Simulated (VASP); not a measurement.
Given:

```
Au
1.0
   -1.61946     1.61946     1.61946
    1.61946    -1.61946     1.61946
    1.61946     1.61946    -1.61946
Au
1
Direct
  0.00000   0.00000   0.00000
```

Computed with PBEsol GGA, VASP's PBE PAW potentials (set 64) (plane waves; VASP 6.6.1). Run with 400 eV cut-off, Gaussian smearing of 0.050 eV, potentials Au.

**Question.** Give the energies of bands 1 to 7 at the high-symmetry points, in eV from the Fermi level.

**Answer.** 
```csv
band,Γ,H,N,P
1,-9.95,-6.87,-7.30,-5.41
2,-4.88,-6.87,-5.99,-5.41
3,-4.88,-1.74,-3.07,-5.41
4,-4.88,-1.74,-2.71,-2.66
5,-2.92,-1.74,-1.35,-2.66
6,-2.92,6.25,-0.71,2.85
7,16.50,6.25,3.58,7.20
```

It has no gap at this level: it comes out as a metal or semimetal.

The structure was generated: Au was put into the bcc type (Im-3m), which need not be its known phase. It was relaxed first.
